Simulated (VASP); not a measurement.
A run of VASP 6.6.1:

INCAR

```
ALGO = Normal ; EDIFF = 1E-6
ENCUT = 520 ; GGA = CA
ISIF = 2 ; ISMEAR = 0
LASPH = True ; LCHARG = False
LREAL = False ; LWAVE = False
NBANDS = 29 ; NELM = 100
PREC = Accurate ; SIGMA = 0.05
```

KPOINTS

```
k-points
0
Gamma
  4 4 4
```

Contents of POSCAR:

```
ScTlS3
1.0
    4.8815726428      0.0000000000      0.0000000000
    0.0000000000      4.8815726428      0.0000000000
    0.0000000000      0.0000000000      4.8815726428
Tl Sc S
1 1 3
Direct
    0.0000000000      0.0000000000      0.0000000000
    0.5000000000      0.5000000000      0.5000000000
    0.5000000000      0.5000000000      0.0000000000
    0.5000000000      0.0000000000      0.5000000000
    0.0000000000      0.5000000000      0.5000000000
```

Potentials or basis: VASP PAW LDA potentials, release 64 (Tl_d, Sc_sv, S).

Launch:

```console
$ cat potpaw_LDA.64/Tl_d/POTCAR potpaw_LDA.64/Sc_sv/POTCAR potpaw_LDA.64/S/POTCAR > POTCAR
$ mpirun -np 1 vasp_std > vasp.out
```

Hardware: 1 thread of Intel(R) Xeon(R) 6975P-C (Granite Rapids), with other jobs on the host.

**Question.** How long does it take, and how much memory?

**Answer.** Run time: 11 s on 1 thread of Intel(R) Xeon(R) 6975P-C (Granite Rapids), with other jobs on the host, peak memory 0.18 GiB. Counts: scf iterations 13, k points 10.
